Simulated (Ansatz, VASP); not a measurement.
# Sb (Antimony): VASP beside Ansatz

One calculation is typed for both programs; each brings its own data sets. How far apart do they land? The cell is taken from a series of runs on this material, whose earlier steps may have relaxed, scaled, displaced or heated it; both programs get it as it stands.

Program: Ansatz 0.2.0. Level of theory: plane waves, with VASP 6.6.1 beside it; zone-centre phonons at PBEsol. Results are calculated unless marked as measured.

**1. The structure**

The structure is trigonal, space group R-3m (No. 166). Conventional cell: a = 4.193 Å, b = 4.193 Å, c = 11.458 Å, α = 90.00°, β = 90.00°, γ = 120.00°. Sb has 3 Sb at 2.90 Å nearest.

**2. Ansatz: zone-centre phonons, PBEsol**

Ansatz runs on its PAW soft_1 files.

Second derivatives magnify differences that forces hide, and they need a tight electronic threshold.

input.yaml reads:

```yaml
crystal:
  lattice:
    - [2.0966701559, 1.2105130789, 3.8194254829]
    - [-2.0966701559, 1.2105130789, 3.8194254829]
    - [0.0, -2.4210261578, 3.8194254829]
  atoms:
    - { symbol: Sb, position: [0.236565195, 0.236565195, 0.236565195] }
    - { symbol: Sb, position: [0.763434805, 0.763434805, 0.763434805] }
kpoints:
  mp_grid: { grid: [12, 12, 12] }
hamiltonian:
  xc: pbesol
  pseudopotentials: { kind: paw, azcp: { folder: soft_1 }, xc_functional: pbe }
scf:
  occupations: { method: methfessel_paxton, width: 0.2 }
output:
  eigenvalues: true
phonons:
  method: dfpt
```

On the command line:

```
$ ansatz run input.yaml --threads 4 --pin off --max-ram 10240MiB --backend cpu --events-out ev --progress --plain --runs-dir out
```

Numbers of over 12 decimals in the logs are rounded to 6 here.

Output:

```text
Engine: ansatz 0.2.0, x86_64-unknown-linux-gnu
Pseudopotentials: kind: paw
Pseudopotential: Sb, paw, valence charge 15, recommended cutoff 420 eV (normal), soft_1/Sb.paw.azcp
Functional definition: PBEsol
  exchange = pbesol_x
  correlation = pbesol_c
Crystal: 2 atoms, lattice volume = 58.163 Å³
Basis set: ecut = 420 eV, 1129 PW (Γ), exchange–correlation on 64×64×64 points (8 copies of the dense FFT grid, shifted against one another)
Bands: 19, of which v1, the nominal top of the filled ones, is band 15 counted from 1 (14 counted from 0)
Symmetry: 12 space group operations
k-points: 476 of 1728 (irreducible under 2 space group operations, time reversal used)
Non-local potential: Sb, projectors of the file, l = 0: 2, l = 1: 2, l = 2: 2, l = 3: 1
PAW form: soft (Blöchl's): semilocal exchange-correlation on the pseudo side does not see the compensation charge
PAW frozen core: Sb, regenerated for the run's functional, and the local potential with it (the file was generated under x = pbe(κ = 0.804, μ = 0.219515), c = pbe(β = 0.066725))
PAW one-centre angular grid: Sb, 590 points (default); XC on 64 Gauss nodes
Initial density: superposition of atomic densities (chi_scale 0.1, normalization cell)
Initial wavefunctions: pseudopotential atomic-orbital guess
Functional: x = pbesol(κ = 0.804, μ = 0.123457), c = pbesol(β = 0.046)
SCF iter   1: F=—  HF=-12816.309637 eV  |F-HF|=—  |Δ(HF+E_count)|=         —  Δρ=1.51e-2  dr2=1.00e-1  ethr=3.10e-3  ⟨swp⟩=6.0  Hψ=47241  notcnv=0
preconditioner: auto → Kerker (q_TF=auto, 2.443 Å⁻¹)  [metal: Δε(μ)=0.022 eV  Ē_g=8.800 eV  σ=0.200 eV  W_gap=0.09  n_scr=14 (ndim 8)  ℏωp=15.4 eV  f_vac=0.000  D(μ)=0.46/eV (n_scr^D=0)]
SCF iter   2: F=—  HF=-12816.302443 eV  |F-HF|=—  |Δ(HF+E_count)|=   7.19e-3  S|Δr|=    0.00e0  Δρ=9.79e-3  dr2=4.44e-2  ethr=3.34e-4  ⟨swp⟩=1.0  Hψ=12852  notcnv=0
SCF iter   3: F=—  HF=-12816.298159 eV  |F-HF|=—  |Δ(HF+E_count)|=   4.28e-3  S|Δr|=    0.00e0  Δρ=1.21e-3  dr2=1.22e-3  ethr=1.48e-4  ⟨swp⟩=2.0  Hψ=16150  notcnv=0
SCF iter   4: F=—  HF=-12816.298266 eV  |F-HF|=—  |Δ(HF+E_count)|=   1.07e-4  S|Δr|=    0.00e0  Δρ=7.12e-4  dr2=2.26e-4  ethr=4.07e-6  ⟨swp⟩=2.0  Hψ=16197  notcnv=0
SCF iter   5: F=—  HF=-12816.298095 eV  |F-HF|=—  |Δ(HF+E_count)|=   1.71e-4  S|Δr|=    0.00e0  Δρ=2.53e-4  dr2=5.60e-5  ethr=7.55e-7  ⟨swp⟩=2.0  Hψ=16155  notcnv=0
SCF iter   6: F=—  HF=-12816.298112 eV  |F-HF|=—  |Δ(HF+E_count)|=   1.66e-5  S|Δr|=    0.00e0  Δρ=4.64e-5  dr2=1.87e-6  ethr=1.87e-7  ⟨swp⟩=2.0  Hψ=10612  notcnv=0
SCF iter   7: F=—  HF=-12816.298113 eV  |F-HF|=—  |Δ(HF+E_count)|=   1.27e-6  S|Δr|=    0.00e0  Δρ=7.82e-6  dr2=3.68e-8  ethr=6.22e-9  ⟨swp⟩=2.0  Hψ=16229  notcnv=0
SCF iter   8: F=—  HF=-12816.298113 eV  |F-HF|=—  |Δ(HF+E_count)|=   5.61e-9  S|Δr|=    0.00e0  Δρ=2.05e-6  dr2=5.00e-9  ethr=1.23e-10  ⟨swp⟩=2.2  Hψ=10838  notcnv=0
SCF iter   9: F=—  HF=-12816.298113 eV  |F-HF|=—  |Δ(HF+E_count)|=  5.57e-10  S|Δr|=    0.00e0  Δρ=6.76e-7  dr2=5.61e-10  ethr=1.67e-11  ⟨swp⟩=2.0  Hψ=11165  notcnv=0
SCF iter  10: F=—  HF=-12816.298113 eV  |F-HF|=—  |Δ(HF+E_count)|=  1.46e-11  S|Δr|=    0.00e0  Δρ=2.74e-7  dr2=6.11e-11  ethr=1.87e-12  ⟨swp⟩=2.8  Hψ=15322  notcnv=0
SCF iter  11: F=-12816.298113 eV  HF=-12816.298113 eV  |F-HF|=1.27e-11  |Δ(HF+E_count)|=  1.64e-11  S|Δr|=    0.00e0  Δρ=1.10e-7  dr2=6.89e-12  ethr=1.00e-12  ⟨swp⟩=6.0  Hψ=42101  notcnv=0
SCF 1 converged in 11 iterations: F = -12816.298113 eV  dr2 = 6.89e-12
  greatest PAW one-centre occupation: 0.996 electrons in one spin orbital (limit 2), on the Sb atom at site 1 (counted from 0), in its partial waves of l = 2
DFPT response loops at Γ: preconditioner auto → Kerker (q_TF=auto, 2.443 Å⁻¹) (partly filled bands, converged f_vac=0.000); β = 1.00, the filter's whole step (`scf.mixing.beta` (0.50) is not read by the response loops under this deck's `scf.mixing.preconditioner`; to damp them name `kerker` or `kerker_dos`, under which they read `scf.mixing.beta`, and type it under 1.00, their step now; both keys bind the ground state too); Broyden in place of MSR1
SCF converged after 11 iterations
Stability not checked: this state was not tested for a lower state beside it, because cold or Methfessel-Paxton smearing, or corrected tetrahedra, fill the levels in a way that the test cannot read (fill_not_monotonic; see scf.lower_state_search)
Free energy (F): -12816.298113 eV
Harris-Foulkes:  -12816.298113 eV  (|F-HF|=1.27e-11)
Internal energy: -12816.298556 eV  (E = F + TS)
E sigma→0 (E₀):  -12816.298224 eV
Entropy (-TS):   0.000443 eV (0.222 meV/atom)
Fermi energy:    10.656455 eV
--- Per-component energies (eV) ---
  E_band       = -318.923321
  E_kinetic    = 327.002861
  E_local      = -3101.063293  (includes V_loc(G=0)·N_el)
  E_nonlocal   = 782.757459
  E_hartree    = 1284.438561
  E_xc         = -197.071565
  E_vxc        = -182.421863  (∫ρ·V_xc dr)
  E_paw        = -8935.176055  (= ΣΔE_a)
  E_vpaw       = -714.075895  (= ΣTr[D̂ρ^β])
  E_aug_tail   = 0.000269  (compensation charges beyond the density's cutoff)
  E_ewald      = -2977.850504
  E_core_change = 0.663710  (= ΣΔE_core)
  E_smearing   = 0.000443  (= −TS)
  E_closure    = -0.000000  (closes the sum)
  Σ components = -12816.298113   (vs F -12816.298113, Δ=0.00e0)
--- Band table (eV; the first three rows and the last of 476) ---
  k-point 0: bands = [... 11 lower, 5.9763, 8.1611, 9.1532, 9.1532, 13.1235, 13.5596, 13.5596, 15.6947]
  k-point 1: bands = [... 11 lower, 5.6306, 8.2448, 9.1286, 9.1898, 13.1146, 13.2884, 13.3276, 15.4332]
  k-point 2: bands = [... 11 lower, 4.8036, 8.3429, 9.0709, 9.3450, 12.6496, 12.7635, 12.7911, 15.3241]
  k-point 475: bands = [... 11 lower, 1.2838, 9.7374, 9.7374, 10.7875, 10.9603, 10.9603, 12.0264, 17.7487]
--- Phonons (Γ-DFPT): 2 representative perturbations + reference, on 476 of 1728 k-points (Σ response iterations 6) ---
  k mesh reduced under 2 symmetry operations, with k and −k counted as one. Each operation leaves every solved perturbation unchanged. A smaller set is not used because it would not reduce the number of displacements times k-points to solve
  ASR residual: 3.754e-5 → 0.000e0 eV/Å²; symmetrization residual: 6.549e-5 eV/Å²
  ASR residual per site (eV/Å²): 3.75e-5 3.75e-5
  Γ frequencies (cm⁻¹): 0.00 0.00 0.00 111.30 111.30 133.34
  non-analytic LO–TO correction: not included (Born effective charges unavailable; polar crystals: no LO–TO splitting at Γ)
```

**3. VASP: zone-centre phonons, PBEsol**

The same cell, functional, mesh and smearing now go to VASP, with its own data sets.

Lines of VASP's logs that name or quote its potential files are left out, and so is its time.

INCAR reads:

```
SYSTEM = Sb
PREC = Accurate
ENCUT = 500
EDIFF = 1E-08
NELM = 120
ISMEAR = 1
SIGMA = 0.2
LREAL = .FALSE.
ALGO = Normal
GGA = PS
NBANDS = 11
LORBIT = 11
LWAVE = .FALSE.
LCHARG = .FALSE.
ISIF = 2
IBRION = 8
LASPH = .TRUE.
GGA_COMPAT = .FALSE.
KPAR = 2
```

POSCAR reads:

```
Sb
1.0
    2.0966701559      1.2105130789      3.8194254829
   -2.0966701559      1.2105130789      3.8194254829
    0.0000000000     -2.4210261578      3.8194254829
Sb
2
Direct
    0.2365651950      0.2365651950      0.2365651950
    0.7634348050      0.7634348050      0.7634348050
```

KPOINTS reads:

```
Automatic mesh
0
Gamma
12 12 12
0 0 0
```

Potentials, in the order of the species: Sb (PBE family, release 64).

On the command line:

```
$ mpirun -np 2 vasp_std
```

Output:

```text
[banner, memory and clock lines left out]
running    2 mpi-ranks, on    1 nodes
 distrk:  each k-point on    1 cores,    2 groups
 distr:  one band on    1 cores,    1 groups

 POSCAR found type information on POSCAR Sb
 POSCAR found :  1 types and       2 ions
|                                                                             |
|               ----> ADVICE to this user running VASP <----                  |
|                                                                             |
|     You enforced a specific xc type in the INCAR file but a different       |
|     [... a line on the potential file left out ...]
|     I HOPE YOU KNOW WHAT YOU ARE DOING!                                     |
|                                                                             |

 LDA part: xc-table for (Slater+PW92), standard interpolation
 POSCAR, INCAR and KPOINTS ok, starting setup
 FFT: planning ... GRIDC
 FFT: planning ... GRID_SOFT
 FFT: planning ... GRID
 WAVECAR not read
 entering main loop
       N       E                     dE             d eps       ncg     rms          rms(c)
DAV:   1     0.345908686336E+02    0.34591E+02   -0.35797E+03  4158   0.697E+02
DAV:   2    -0.723511701593E+01   -0.41826E+02   -0.40462E+02  5535   0.112E+02
DAV:   3    -0.908597695620E+01   -0.18509E+01   -0.18296E+01  5150   0.268E+01
DAV:   4    -0.910282598492E+01   -0.16849E-01   -0.16846E-01  4731   0.294E+00
DAV:   5    -0.910300955893E+01   -0.18357E-03   -0.18357E-03  4855   0.350E-01    0.300E+00
DAV:   6    -0.909304727125E+01    0.99623E-02   -0.20211E-03  4710   0.279E-01    0.180E+00
DAV:   7    -0.908693181860E+01    0.61155E-02   -0.51612E-03  4557   0.437E-01    0.521E-02
DAV:   8    -0.908697181086E+01   -0.39992E-04   -0.12066E-04  4722   0.785E-02    0.130E-02
DAV:   9    -0.908697697262E+01   -0.51618E-05   -0.69734E-06  4779   0.180E-02    0.463E-03
DAV:  10    -0.908697656104E+01    0.41158E-06   -0.42438E-07  4692   0.402E-03    0.242E-03
DAV:  11    -0.908697686505E+01   -0.30401E-06   -0.70208E-08  4686   0.137E-03    0.531E-04
DAV:  12    -0.908697688115E+01   -0.16105E-07   -0.36507E-09  3092   0.391E-04    0.380E-05
DAV:  13    -0.908697688844E+01   -0.72885E-08   -0.26308E-10  2385   0.132E-04
   1 F= -.90869769E+01 E0= -.90871152E+01  d E =0.414918E-03
 Linear response reoptimize wavefunctions to high precision
DAV:   1    -0.908697688844E+01    0.21600E-11   -0.39676E-11  2676   0.551E-05
 Linear response DOF=           2
 Linear response progress:
  Degree of freedom:   1/  2
       N       E                     dE             d eps       ncg     rms          rms(c)
RMM:   1    -0.247253982472E-01   -0.24725E-01    0.21949E-02 38649   0.118E+00
RMM:   2    -0.243065519457E-01    0.41885E-03   -0.15858E-03 30123   0.240E-01    0.467E-02
RMM:   3    -0.242935306350E-01    0.13021E-04   -0.38053E-05 31717   0.383E-02    0.277E-02
RMM:   4    -0.243220747160E-01   -0.28544E-04   -0.13463E-05 31936   0.192E-02    0.237E-03
RMM:   5    -0.243315286376E-01   -0.94539E-05   -0.11678E-06 32495   0.349E-03    0.866E-04
RMM:   6    -0.243339334573E-01   -0.24048E-05   -0.12845E-07 32119   0.885E-04    0.289E-04
RMM:   7    -0.243331614513E-01    0.77201E-06    0.99243E-08 33052   0.198E-04    0.606E-05
RMM:   8    -0.243330983580E-01    0.63093E-07    0.65515E-08 33559   0.480E-05    0.914E-06
RMM:   9    -0.243330864502E-01    0.11908E-07    0.76253E-09 33697   0.112E-05    0.991E-07
RMM:  10    -0.243330809850E-01    0.54653E-08    0.42725E-09 30258   0.382E-06    0.605E-07
 first order change of Fermi-energy  -0.12064E-04
 force on displaced ion       1 direction 1 :  -2.907  -0.000   0.000
 Linear response progress:
  Degree of freedom:   2/  2
       N       E                     dE             d eps       ncg     rms          rms(c)
RMM:   1    -0.265262447354E-01   -0.26526E-01    0.21027E-02  8209   0.120E+00
RMM:   2    -0.253945906502E-01    0.11317E-02   -0.15837E-03  6519   0.245E-01    0.522E-02
RMM:   3    -0.253148579064E-01    0.79733E-04   -0.43053E-05  6889   0.431E-02    0.320E-02
RMM:   4    -0.252832256097E-01    0.31632E-04   -0.30789E-05  6665   0.276E-02    0.793E-03
RMM:   5    -0.253013608756E-01   -0.18135E-04   -0.87703E-07  6960   0.556E-03    0.262E-03
RMM:   6    -0.253036735978E-01   -0.23127E-05   -0.36560E-08  6987   0.104E-03    0.830E-04
RMM:   7    -0.253020416140E-01    0.16320E-05    0.52245E-09  7084   0.348E-04    0.193E-04
RMM:   8    -0.253020741825E-01   -0.32568E-07    0.13622E-09  7203   0.574E-05    0.287E-05
RMM:   9    -0.253020764214E-01   -0.22389E-08   -0.47106E-10  7264   0.193E-05    0.163E-05
 first order change of Fermi-energy  -0.13725E+01
 force on displaced ion       1 direction 3 :   0.000   0.000  -4.168
 Linear response finished
```

Parts of OUTCAR (step 3):

```text
ion  position               nearest neighbor table
   1  0.237  0.237  0.237-   2 2.90   2 2.90   2 2.90   2 3.28   2 3.28   2 3.28
   2  0.763  0.763  0.763-   1 2.90   1 2.90   1 2.90   1 3.28   1 3.28   1 3.28

  LATTYP: Found a trigonal (rhomboedric) cell.
 ALAT       =     4.5220989238
 COS(alpha) =     0.5700577693

 Subroutine GETGRP returns: Found 12 space group operations
 (whereof 12 operations were pure point group operations)

The static configuration has the point symmetry D_3d.

 Found    189 irreducible k-points:

   k-points           NKPTS =    189   k-points in BZ     NKDIM =    189   number of bands    NBANDS=     11

   dimension x,y,z NGX =    36 NGY =   36 NGZ =   36
   dimension x,y,z NGXF=    72 NGYF=   72 NGZF=   72

   ENCUT  =  500.0 eV  36.75 Ry    6.06 a.u.   8.24  8.24  8.24*2*pi/ulx,y,z

   NELECT =      10.0000    total number of electrons

 k-points in reciprocal lattice and weights: Automatic mesh
   0.00000000  0.00000000  0.00000000       0.001
   0.08333333 -0.00000000  0.00000000       0.003
   0.16666667 -0.00000000  0.00000000       0.003
   0.25000000 -0.00000000  0.00000000       0.003
   0.33333333 -0.00000000  0.00000000       0.003
   0.41666667 -0.00000000  0.00000000       0.003
   0.50000000 -0.00000000  0.00000000       0.002
   0.08333333  0.08333333  0.00000000       0.003
   0.16666667  0.08333333  0.00000000       0.007
[...]
-0.41666667  0.50000000  0.41666667       0.003
   0.50000000  0.50000000  0.50000000       0.001

 average (electrostatic) potential at core
       1 -85.2383       2 -85.2383

  Total        0.9059933      0.9059933      0.0701376      0.0000000      0.0000000      0.0000000
  in kB       24.9566711     24.9566711      1.9320233      0.0000000      0.0000000      0.0000000
  external PRESSURE =      17.2817885 kB  Pullay stress =       0.0000000 kB

  energy-cutoff  :      500.00
  volume of cell :       58.16
      direct lattice vectors                 reciprocal lattice vectors
     2.096670156  1.210513079  3.819425483     0.238473371  0.137682665  0.087273161
    -2.096670156  1.210513079  3.819425483    -0.238473371  0.137682665  0.087273161
     0.000000000 -2.421026158  3.819425483     0.000000000 -0.275365330  0.087273161

 POSITION                                       TOTAL-FORCE (eV/Angst)
 -----------------------------------------------------------------------------------
      0.00000      0.00000      2.71063         0.000000      0.000000      0.057634
      0.00000      0.00000      8.74765         0.000000     -0.000000     -0.057634
 -----------------------------------------------------------------------------------
    total drift:                               -0.000000     -0.000000      0.000000

 Eigenvectors and eigenvalues of the dynamical matrix
 ----------------------------------------------------

   1 f  =    4.090728 THz    25.702805 2PiTHz  136.452012 cm-1    16.917886 meV
             X         Y         Z           dx          dy          dz
      0.000000  0.000000  2.710629    -0.000000    0.000000   -0.707107
      0.000000  0.000000  8.747647     0.000000    0.000000    0.707107

   2 f  =    3.416467 THz    21.466294 2PiTHz  113.961066 cm-1    14.129365 meV
             X         Y         Z           dx          dy          dz
      0.000000  0.000000  2.710629     0.707107    0.000004   -0.000000
      0.000000  0.000000  8.747647    -0.707107   -0.000004   -0.000000

   3 f  =    3.416467 THz    21.466294 2PiTHz  113.961066 cm-1    14.129365 meV
             X         Y         Z           dx          dy          dz
      0.000000  0.000000  2.710629     0.000004   -0.707107   -0.000000
      0.000000  0.000000  8.747647    -0.000004    0.707107   -0.000000

   4 f  =    0.000000 THz     0.000000 2PiTHz    0.000002 cm-1     0.000000 meV
             X         Y         Z           dx          dy          dz
      0.000000  0.000000  2.710629    -0.083892    0.583009   -0.391233
      0.000000  0.000000  8.747647    -0.083892    0.583009   -0.391233

   5 f  =    0.000000 THz     0.000000 2PiTHz    0.000000 cm-1     0.000000 meV
             X         Y         Z           dx          dy          dz
      0.000000  0.000000  2.710629     0.110486   -0.378144   -0.587196
      0.000000  0.000000  8.747647     0.110486   -0.378144   -0.587196

   6 f/i=    0.000000 THz     0.000000 2PiTHz    0.000002 cm-1     0.000000 meV
             X         Y         Z           dx          dy          dz
      0.000000  0.000000  2.710629     0.693365    0.130796    0.046232
      0.000000  0.000000  8.747647     0.693365    0.130796    0.046232

 ELASTIC MODULI CONTR FROM IONIC RELAXATION (kBar)
 Direction    XX          YY          ZZ          XY          YZ          ZX
 --------------------------------------------------------------------------------
 XX        -292.0626   -158.4467   -229.0299     -0.0000    124.3190      0.0000
 YY        -158.4467   -292.0626   -229.0299      0.0000   -124.3190      0.0000
 ZZ        -229.0299   -229.0299   -232.8685     -0.0000     -0.0000      0.0000
 XY          -0.0000      0.0000     -0.0000    -66.8080      0.0000    120.0557
 YZ         124.3190   -124.3190     -0.0000      0.0000   -231.3380      0.0000
 ZX           0.0000      0.0000      0.0000    120.0557      0.0000   -215.7433
 --------------------------------------------------------------------------------
```

**4. Side by side**

Known differences besides the potentials themselves: the data sets hold 30 valence electrons in Ansatz (on its PAW soft_1 files) and 10 in VASP; the cutoff is 420 eV in Ansatz and 500 eV in VASP; Ansatz makes its cores anew for this functional, VASP keeps those of its PBE data sets. Total energies have different zeros and are not compared.

The two programs side by side:

```
                  quantity  Ansatz   VASP  difference
optical mode 1 to 2 (cm⁻¹)   111.3  114.0     -2.34 %
     optical mode 3 (cm⁻¹)   133.3  136.5     -2.28 %
```

Modes are paired by rising frequency, not by their patterns, so a pair may set unlike modes beside each other; they are those without the splitting of longitudinal modes.

**5. What came out**

```yaml
r_m_s_difference_of_the_optical_zone_centre_modes_each_program_s_sorted_by_frequency_zone_centre_phonons_pbesol: 2.8 cm⁻¹
difference_in_optical_mode_1_to_2_zone_centre_phonons_pbesol: -2.3 %
```

The r.m.s. difference of the optical zone-centre modes, each program's sorted by frequency is 2.8 cm⁻¹ (zone-centre phonons, PBEsol). The data sets hold unlike numbers of valence electrons (30 in Ansatz and 10 in VASP), so part of the differences comes from the potentials. Among the rows given in per cent, the largest difference of the zone-centre phonons, PBEsol pair is in optical mode 1 to 2, -2.3 %. How closely two codes agree says nothing of how well the functional describes the real material.

[Lines on the potential files, build, host, timing and source positions are cut from VASP's logs without a mark.]

[Logs are printed without paths, hosts, clocks, repeated set-up lines and the standing remarks that a program may print on its own settings, such as how far it seeks lower states.]

[Hosts, paths, dates, database ids (printed as entryN), source tags and the programs' standing remarks are cut or masked in the printed files.]
